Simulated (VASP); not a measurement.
Consider the following.

```
CELL_PARAMETERS angstrom
      2.30765    -3.99697     0.00000
      2.30765     3.99697     0.00000
      0.00000     0.00000     5.14471
ATOMIC_POSITIONS crystal
  Se 0.00000 0.21885 0.66667
  Se 0.78115 0.78115 0.00000
  Se 0.21885 0.00000 0.33333
```

The numbers are results of PBE GGA, VASP's PBE PAW potentials (set 64) (plane waves; VASP), not measurements. Settings: 520 eV cut-off, 7×7×5 Γ-centred mesh, Gaussian smearing of 0.050 eV, potentials Se.

Without a dispersion term in the relaxation, distances and binding between the weakly bound layers, chains or molecules are unreliable, and so is what depends on them.

Task: The ions and cell shape at fixed volume are relaxed. What does this cell relax into?

Result: 
```
CELL_PARAMETERS angstrom
      2.33453    -4.04353     0.00000
      2.33453     4.04353     0.00000
      0.00000     0.00000     5.02694
ATOMIC_POSITIONS crystal
  Se 0.00000 0.21149 0.66667
  Se 0.78851 0.78851 0.00000
  Se 0.21149 0.00000 0.33333
```
Space group P3_121 (152), at a tolerance of 0.03 Å.

Task: How much energy does the relaxation gain?

Result: The energy (σ→0) changes by -13.0 meV/atom, in 8 ionic steps.

The compound is Se in the trig structure. This cell is one point of a volume scan, at 1.06 of the reference volume. Symmetry was kept, so distortions that lower it aren't found.
